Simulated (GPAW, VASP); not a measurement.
Input for VASP

**INCAR**
```
ALGO = Normal
EDIFF = 1E-6
ENCUT = 300
ISIF = 2
ISMEAR = 0
LASPH = T
LCHARG = F
LMAXMIX = 4
LREAL = F
LWAVE = F
NELM = 100
PREC = Accurate
SIGMA = 0.136
SYSTEM = AlCo
```

**POSCAR**
```
AlCo
2.7748530
  1.0000000000   0.0000000000   0.0000000000
  0.0000000000   1.0000000000   0.0000000000
  0.0000000000   0.0000000000   8.3062057702
Al Co
3 3
Cartesian
  0.0000000000   0.0000000000   3.3910666491
  0.0000000000   0.0000000000   4.4071149637
  0.0000000000   0.0000000000   5.4231715846
  0.5000000000   0.5000000000   2.8830341856
  0.5000000000   0.5000000000   3.8990908064
  0.5000000000   0.5000000000   4.9151391211
```

### KPOINTS
```
kpoints
0
G
 12 12 1
```

POTCAR, in this order: Al Co (LDA.64 set). Program: vasp_std.

Problem. Write an input for GPAW that does the same calculation.

Solution. One input that does it (LDA (Perdew-Wang 92), GPAW PAW datasets LDA (gpaw-data 1.0.1)):
```
from ase import Atoms
from ase.units import GPa
from gpaw import GPAW

atoms = Atoms(['Al', 'Al', 'Al', 'Co', 'Co', 'Co'],
              cell=[[2.774853, 0.000000, 0.000000],
                    [0.000000, 2.774853, 0.000000],
                    [0.000000, 0.000000, 23.048500]],
              scaled_positions=[[0.000000, 0.000000, 0.408257],
                                [0.000000, 0.000000, 0.530581],
                                [0.000000, 0.000000, 0.652906],
                                [0.500000, 0.500000, 0.347094],
                                [0.500000, 0.500000, 0.469419],
                                [0.500000, 0.500000, 0.591743]],
              pbc=True)

calc = GPAW(mode={'name': 'pw', 'ecut': 800},
            xc='LDA',
            kpts={'size': (12, 12, 1), 'gamma': True},
            occupations={'name': 'methfessel-paxton', 'width': 0.136, 'order': 0},
            nbands=-12,
            convergence={'density': 1e-05},
            symmetry={'symmorphic': False, 'tolerance': 0.0005},
            maxiter=150)

atoms.calc = calc

energy = atoms.get_potential_energy()
print('Energy (eV):', round(energy, 6))
forces = atoms.get_forces()
print('Forces (eV/Ang):')
print(forces.round(5))
stress = atoms.get_stress()
print('Stress (GPa, Voigt):', (stress / GPa).round(4))
```
Both are inputs of real runs that ended normally. What can't carry over is the choice of potentials or basis and its cut-off, and each code's defaults.

VASP's LDA is the Perdew-Zunger fit; the other code's may be Perdew-Wang, which differs slightly.

The cell is a sheet with vacuum, built from a database entry that may be metastable or hypothetical.
